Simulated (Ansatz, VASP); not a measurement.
# Cross-check of AlHW2CSNOF (F-AlN-H chair under W2COS MXene, AA) between VASP and Ansatz

One calculation is typed for both programs; each brings its own data sets. How far apart do they land? Of the first pair: The structure shown is the start of the Ansatz relaxation below; VASP solves that cell, so the two are compared at the walk's first step.

Main program and level: Ansatz 0.2.0; plane waves, with VASP 6.6.1 beside it; single point at PBE with D3(BJ).

### Step 1. The starting structure

The cell holds 9 atoms: 1 H, 1 N, 1 Al, 1 F, 1 S, 2 W, 1 C and 1 O. Its edges and angles: a = 3.147 Å, b = 3.147 Å, c = 54.207 Å, α = 90.0°, β = 90.0°, γ = 120.0°. Vacuum lies along c.

### Step 2. Ansatz: relaxation, PBE with D3(BJ)

Ansatz runs on its default PAW (the set named soft_2) files.

The two programs are compared at the cell with which this relaxation starts, whose forces are those of its first step.

input.yaml

```yaml
crystal:
  lattice:
    - [3.146704, 0.0, 0.0]
    - [-1.573352, 2.7251256022, 0.0]
    - [0.0, 0.0, 54.2072382421]
  atoms:
    - { symbol: H, position: [0.6666666667, 0.3333333333, 0.3929364544] }
    - { symbol: "N", position: [0.6666666667, 0.3333333333, 0.4117531297] }
    - { symbol: Al, position: [0.3333333333, 0.6666666667, 0.4235596711] }
    - { symbol: F, position: [0.3333333333, 0.6666666667, 0.4563966142] }
    - { symbol: S, position: [0.3333333333, 0.6666666667, 0.5089726187] }
    - { symbol: W, position: [0.6666666667, 0.3333333333, 0.5411055916] }
    - { symbol: C, position: [0.0, 0.0, 0.5638553714] }
    - { symbol: W, position: [0.3333333333, 0.6666666667, 0.5866051511] }
    - { symbol: O, position: [0.6666666667, 0.3333333333, 0.6070635456] }
  periodic: [true, true, false]
kpoints:
  mp_grid: { grid: [12, 12, 1] }
hamiltonian:
  xc: pbe
  dispersion: d3bj
scf:
  occupations: { method: fermi_dirac, width: 0.05 }
  convergence: { dr2_threshold: 1.0e-09 }
relax:
  f_tol: 0.004
  max_steps: 90
  cell: {}
output:
  write_potential: true
  write_density: true
  volumetric_format: npy
```

Run with:

```bash
$ ansatz run input.yaml --threads 4 --pin off --max-ram 6144MiB --backend cpu --events-out ev --progress --plain --runs-dir out
```

Numbers of over 12 decimals in the logs are rounded to 6 here.

Log:

```text
Warning: relax.cell: scf.convergence.dr2_threshold = 1e-9 eV is looser than the 1.92772015566e-10 eV advised for a relaxation that steers and ends on the stress (1e-10 eV for each atom of the cell: 9, times the square of relax.cell.stress_2d_tol = 0.05 N/m over 21.6 Å (the atoms' height at the walk's start and 5 Å past either face), 2.314e-2 GPa, over a crystal's default 0.05). What an SCF threshold leaves in a stress goes as its square root, and in the free energy as the threshold itself, and one threshold admits the most on a small cell: [figures from the program's tests cut] Set scf.convergence.dr2_threshold to 1.92772015566e-10 eV or tighter. [rest of the remark cut]
Engine: ansatz 0.2.0, x86_64-unknown-linux-gnu
Pseudopotentials: kind: paw
Pseudopotential: H, paw, valence charge 1, recommended cutoff 420 eV (normal), H.paw.azcp
Pseudopotential: N, paw, valence charge 5, recommended cutoff 420 eV (normal), N.paw.azcp
Pseudopotential: Al, paw, valence charge 3, recommended cutoff 420 eV (normal), Al.paw.azcp
Pseudopotential: F, paw, valence charge 7, recommended cutoff 420 eV (normal), F.paw.azcp
Pseudopotential: S, paw, valence charge 6, recommended cutoff 420 eV (normal), S.paw.azcp
Pseudopotential: W, paw, valence charge 14, recommended cutoff 420 eV (normal), W.paw.azcp
Pseudopotential: C, paw, valence charge 4, recommended cutoff 420 eV (normal), C.paw.azcp
Pseudopotential: O, paw, valence charge 6, recommended cutoff 420 eV (normal), O.paw.azcp
Functional definition: PBE
  parameter kappa = 0.804
  parameter beta = 0.066725
  exchange = pbe_x(kappa = kappa, mu = beta*pi^2/3)
  correlation = pbe_c(beta = beta)
Crystal: 9 atoms, lattice volume = 464.836 Å³
Basis set: ecut = 420 eV, 9001 PW (Γ), exchange–correlation on 48×48×750 points (8 copies of the dense FFT grid, shifted against one another)
Bands: 39, of which v1, the nominal top of the filled ones, is band 30 counted from 1 (29 counted from 0)
Symmetry: 6 space group operations
Space group: P3m1 (ITA 156), of the structure as read, at distance tolerance 7.7e-5 Å
k-points: 19 of 144 (time reversal used)
Non-local potential: H, projectors of the file, l = 0: 2, l = 1: 1
Non-local potential: N, projectors of the file, l = 0: 2, l = 1: 2, l = 2: 1
Non-local potential: Al, projectors of the file, l = 0: 2, l = 1: 2, l = 2: 1
Non-local potential: F, projectors of the file, l = 0: 2, l = 1: 2, l = 2: 1
Non-local potential: S, projectors of the file, l = 0: 2, l = 1: 2, l = 2: 2
Non-local potential: W, projectors of the file, l = 0: 3, l = 1: 2, l = 2: 2, l = 3: 1
Non-local potential: C, projectors of the file, l = 0: 2, l = 1: 2, l = 2: 1
Non-local potential: O, projectors of the file, l = 0: 2, l = 1: 2, l = 2: 1
PAW form: soft (Blöchl's): semilocal exchange-correlation on the pseudo side does not see the compensation charge
PAW one-centre angular grid: H, 110 points (default); XC on 64 Gauss nodes
PAW one-centre angular grid: N, 110 points (default); XC on 64 Gauss nodes
PAW one-centre angular grid: Al, 110 points (default); XC on 64 Gauss nodes
PAW one-centre angular grid: F, 110 points (default); XC on 64 Gauss nodes
PAW one-centre angular grid: S, 110 points (default); XC on 64 Gauss nodes
PAW one-centre angular grid: W, 590 points (default); XC on 64 Gauss nodes
PAW one-centre angular grid: C, 110 points (default); XC on 64 Gauss nodes
PAW one-centre angular grid: O, 110 points (default); XC on 64 Gauss nodes
Initial density: superposition of atomic densities (neutral atoms: chi_scale 0, normalization atom), corrected by the library's trained network
Initial wavefunctions: pseudopotential atomic-orbital guess
Functional: x = pbe(κ = 0.804, μ = 0.219515), c = pbe(β = 0.066725)
SCF iter   1: F=—  HF=-24240.945617 eV  |F-HF|=—  |Δ(HF+E_count)|=         —  Δρ=4.54e-3  dr2=1.89e0  ethr=1.77e-3  ⟨swp⟩=19.1  Hψ=5896  notcnv=0  defer=8
preconditioner: auto → LDOS  [metal: Δε(μ)=0.006 eV  Ē_g=9.874 eV  σ=0.050 eV  W_gap=0.03  n_scr=32 (ndim 8)  ℏωp=11.4 eV  f_vac=0.740  D(μ)=2.94/eV (n_scr^D=18)  β→1.0]
SCF iter   2: F=—  HF=-24268.083478 eV  |F-HF|=—  |Δ(HF+E_count)|=    2.71e1  Δρ=6.85e-2  dr2=5.95e3  ethr=1.77e-3  ⟨swp⟩=18.7  Hψ=5695  notcnv=0  defer=55  recentre
SCF iter   3: F=—  HF=-24240.917715 eV  |F-HF|=—  |Δ(HF+E_count)|=    2.72e1  Δρ=2.95e-3  dr2=9.48e-1  ethr=1.77e-3  ⟨swp⟩=8.2  Hψ=2890  notcnv=0  defer=20
[...]
iter 13 met the thresholds in force, and the SCF goes on: an eigenvalue changes by 2.33 meV, over its tolerance of 1.12 meV (output.eigenvalues, Limitations)
SCF iter  13: F=-24241.547600 eV  HF=-24241.547600 eV  |F-HF|=3.32e-8  |Δ(HF+E_count)|=   2.63e-9  Δρ=6.12e-8  dr2=1.21e-10  ethr=1.34e-12  ⟨swp⟩=10.5  Hψ=5547  notcnv=0
Mixer restart at iter 13: flushing history
SCF iter  14: F=-24241.547599 eV  HF=-24241.547600 eV  |F-HF|=1.62e-7  |Δ(HF+E_count)|=   3.66e-8  Δρ=6.56e-7  dr2=1.66e-7  ethr=1.00e-12  ⟨swp⟩=2.3  Hψ=1075  notcnv=0  κ⁻¹=1.0e0(r=1)
SCF iter  15: F=-24241.547600 eV  HF=-24241.547600 eV  |F-HF|=3.54e-9  |Δ(HF+E_count)|=   3.21e-9  Δρ=2.78e-7  dr2=3.69e-9  ethr=1.00e-12  ⟨swp⟩=2.4  Hψ=1076  notcnv=0  κ⁻¹=2.5e-3(r=2)
SCF iter  16: F=-24241.547600 eV  HF=-24241.547600 eV  |F-HF|=1.51e-9  |Δ(HF+E_count)|=  4.00e-11  Δρ=1.72e-7  dr2=1.70e-9  ethr=1.00e-12  ⟨swp⟩=3.1  Hψ=1163  notcnv=0  κ⁻¹=4.1e-4(r=3)
SCF iter  17: F=-24241.547600 eV  HF=-24241.547600 eV  |F-HF|=3.17e-10  |Δ(HF+E_count)|=  3.64e-11  Δρ=5.96e-8  dr2=1.63e-10  ethr=1.00e-12  ⟨swp⟩=14.1  Hψ=6030  notcnv=0
SCF 9 converged in 17 iterations: F = -24241.547600 eV  dr2 = 1.63e-10
relax step   9: F+E_penalty+E_count = -24241.54759955 eV  Δ(F+E_penalty+E_count) = -1.078e-3 eV  max|allowed force component| = 1.515e-3 eV/Å  Δτ_max = 0.0000 Å  P = +0.013 N/m  Ω = 466.424 Å³  fix = [c, alpha, beta]  reactions: c +0.000 N/m  stress off target by 1.27e-2 N/m on what of the cell is left free  SCF on the basis re-selected at this cell (its energy is not comparable with the rows above)  (17 SCF iters)
basis re-selected at this cell: Δ(F+E_penalty+E_count) = -1.078e-3 eV, ΔP = +0.020 N/m vs the last step (what re-selecting the basis moved, of the pressure what is left beyond the Pulay correction that the steps carried, after the strain that the cell walked since its last selection, with what the two solves' SCF thresholds leave and, on support functions, any second-order correction that the steps lacked; it is no m [...]
WARN: The output density's exchange-correlation potential varies sharply where the density is thin. Do not read a vacuum level from v_tot or v_xc, or from such a field of the output density. On a cell that repeats whose density bears no net charge and no dipole along the vacuum's axis use v_es (v_loc + v_h of the components); under efield.dipole_correction with no amplitude use v_es + v_field, which holds any externa [...]
SCF converged after 17 iterations
an eigenvalue changed by more than its tolerance at an iteration that met the thresholds in force, so the SCF went on 2 times, its first undamped step at iteration 13: the last check found none over its tolerance
Free energy (F): -24241.547600 eV
Harris-Foulkes:  -24241.547600 eV  (|F-HF|=3.17e-10)
Internal energy: -24241.538503 eV  (E = F + TS)
E sigma→0 (E₀):  -24241.543051 eV
Entropy (-TS):   -0.009097 eV (-1.011 meV/atom)
Fermi energy:    -3.874199 eV
--- Per-component energies (eV) ---
  E_band       = -1363.858301
  E_kinetic    = 1654.371258
  E_local      = -369766.500726  (includes V_loc(G=0)·N_el)
  E_nonlocal   = 233.419027
  E_hartree    = 183921.153263
  E_xc         = -943.740606
  E_vxc        = -940.803273  (∫ρ·V_xc dr)
  E_paw        = -18778.109643  (= ΣΔE_a)
  E_vpaw       = -386.651032  (= ΣTr[D̂ρ^β])
  E_aug_tail   = 0.003173  (compensation charges beyond the density's cutoff)
  E_ewald      = 179439.773891
  E_disp       = -1.908140  (pairwise vdW)
  E_smearing   = -0.009097  (= −TS)
  E_closure    = -0.000000  (closes the sum)
  Σ components = -24241.547600   (vs F -24241.547600, Δ=0.00e0)
--- Forces (eV/Å), atoms counted from 1 ---
  atom   1  H      0.00000000    -0.00000000     0.00063742
  atom   2  N      0.00000000     0.00000000    -0.00142102
  atom   3  Al     0.00000000    -0.00000000     0.00075085
  atom   4  F     -0.00000000     0.00000000    -0.00010398
  atom   5  S      0.00000000    -0.00000000    -0.00040106
  atom   6  W      0.00000000     0.00000000    -0.00010620
  atom   7  C      0.00000000     0.00000000     0.00150817
  atom   8  W     -0.00000000     0.00000000    -0.00052657
  atom   9  O      0.00000000    -0.00000000    -0.00040335
  max |Σ_I F_I| component: 6.57e-5 eV/Å
--- 2D stress c σ (N/m, compression-positive) ---
        0.012714      -0.000000       0.000000
       -0.000000       0.012714       0.000000
        0.000000       0.000000       0.000000
  P = ½ c Tr σ = 0.0127 N/m
--- Band table (eV; the first three rows and the last of 19) ---
  k-point 0: bands = [... 26 lower, -6.4803, -6.4803, -5.1173, -5.1173, -4.9988, -4.0750, -3.2771, -3.2771, ... 5 higher]
  k-point 1: bands = [... 26 lower, -6.6428, -6.5216, -5.6209, -4.9325, -4.5201, -3.8873, -3.2121, -3.1417, ... 5 higher]
  k-point 2: bands = [... 26 lower, -6.7498, -6.5126, -6.1626, -4.7223, -4.0788, -3.4271, -3.1599, -2.6728, ... 5 higher]
  k-point 18: bands = [... 26 lower, -8.4212, -8.1234, -4.7240, -4.4987, -4.1739, -2.4293, -1.9236, -1.6281, ... 5 higher]
  the weakly bound empty levels are not read free of the cell's end (no_gap_told)
--- Relaxed structure (8 steps of the walk, 8 accepted, 1 SCFs on fresh bases) ---
  F+E_penalty+E_count = -24241.54759955 eV   max|allowed force component| = 1.515e-3 eV/Å   (the final SCF, on the basis selected at the relaxed cell)
  cell:  # Å, volume = 466.4236 Å³
    - [3.152073, 0, 0]
    - [-1.576037, 2.729775, 0]
    - [0, 0, 54.2072382421]
  atoms:
    - { symbol: H, position: [0.666667, 0.333333, 0.393853] }
    - { symbol: N, position: [0.666667, 0.333333, 0.412842] }
    - { symbol: Al, position: [0.333333, 0.666667, 0.424467] }
    - { symbol: F, position: [0.333333, 0.666667, 0.454863] }
    - { symbol: S, position: [0.333333, 0.666667, 0.512385] }
    - { symbol: W, position: [0.666667, 0.333333, 0.542811] }
    - { symbol: C, position: [0, 0, 0.563604] }
    - { symbol: W, position: [0.333333, 0.666667, 0.583392] }
    - { symbol: O, position: [0.666667, 0.333333, 0.604032] }
```

Reading the cycles: dr2 is the Hartree energy of the density residual (eV), the measure of convergence; HF is the Harris–Foulkes estimate of the energy, which meets the free energy F at convergence.

[end of part 1 of 2]

[Lines on the potential files, build, host, timing and source positions are cut from VASP's logs without a mark.]

[Logs are printed without paths, hosts, clocks, repeated set-up lines and the standing remarks that a program may print on its own settings, such as how far it seeks lower states.]

[Hosts, paths, dates, database ids (printed as entryN), source tags and the programs' standing remarks are cut or masked in the printed files.]
